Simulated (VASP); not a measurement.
The system is SnSe2.

```
CELL_PARAMETERS angstrom
3.80907 0.00000 0.00000
-1.90453 3.29875 0.00000
0.00000 0.00000 6.14224
ATOMIC_POSITIONS crystal
Sn 0.00000 0.00000 0.00000
Se 0.33333 0.66667 0.25000
Se 0.66667 0.33333 0.75000
```

The cell was built by a generator and needn't be a form met in nature.

| Property | Result |
| --- | --- |
| Program | VASP 6.6.1 |
| Task | relaxation of cell and atoms |
| Functional | PBE |
| Dispersion | D3(BJ) |
| Potentials or basis | VASP PAW PBE potentials, release 64 (Sn_d, Se) |
| Cutoff | 600 eV |
| k mesh | 9 × 9 × 5 |
| Occupations | gaussian, width 0.03 eV |
| Spin | no spin polarisation |

At the start: pressure 3.1 GPa; volume 25.73 Å³/atom.

Question: Where does the relaxation end?

Answer: Over 14 steps the energy falls by 19.1 meV/atom and the volume is 25.58 Å³/atom (-0.6 %); space group P-3m1 (No. 164, to 0.05 Å).

Step by step:
| step | energy change (eV) | largest force (eV/Å) | pressure (GPa) | volume (Å³) |
| --- | --- | --- | --- | --- |
| 1 | 0.0000 | 0.7421 | 3.07 | 77.18 |
| 2 | -0.0161 | 0.2688 | -2.66 | 82.82 |
| 3 | -0.0434 | 0.1493 | -0.37 | 80.23 |
| 4 | -0.0434 | 0.1598 | -0.29 | 80.17 |
| 5 | -0.0464 | 0.1209 | -0.19 | 79.71 |
| 6 | -0.0482 | 0.0718 | -0.03 | 79.14 |
| 7 | -0.0483 | 0.0559 | 0.03 | 78.96 |
| 8 | -0.0504 | 0.0361 | -0.06 | 78.73 |
| 9 | -0.0547 | 0.0211 | -0.28 | 78.04 |
| 10 | -0.0550 | 0.1291 | -0.56 | 76.64 |
| 11 | -0.0564 | 0.0699 | -0.41 | 77.37 |
| 12 | -0.0571 | 0.0165 | 0.20 | 76.47 |
| 13 | -0.0573 | 0.0062 | 0.05 | 76.71 |
| 14 | -0.0573 | 0.0086 | 0.01 | 76.73 |

Final structure:
```xyz
3
Lattice="3.8391 0.0000 0.0000 -1.9196 3.3248 0.0000 0.0000 0.0000 6.0112" Properties=species:S:1:pos:R:3 pbc="T T T"
Sn    0.0000    0.0000    0.0000
Se    0.0000    2.2165    1.5960
Se    1.9196    1.1083    4.4151
```
